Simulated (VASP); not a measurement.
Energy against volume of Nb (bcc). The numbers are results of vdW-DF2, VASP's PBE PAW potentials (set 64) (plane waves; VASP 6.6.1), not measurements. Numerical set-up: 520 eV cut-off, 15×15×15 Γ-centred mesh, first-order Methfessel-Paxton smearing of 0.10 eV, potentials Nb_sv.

```csv
V (Å³/atom),E (eV/atom)
18.123,-6.30114
18.701,-6.32938
19.279,-6.33774
19.858,-6.32923
```

Problem. Fit these four points and predict the energy of the run at 20.436 Å³/atom.

Solution. A cubic in V^(−2/3), the third-order Birch-Murnaghan form, passes through the four points with V0 = 19.26 Å³/atom and B0 = 156 GPa, and gives -6.3064 eV/atom there. The run gave -6.3063 eV/atom, +0.1 meV/atom from the fit; all five points give B0 = 156 GPa.

The compound is Nb in the bcc structure. It was relaxed first, which changed the volume by +7 %.
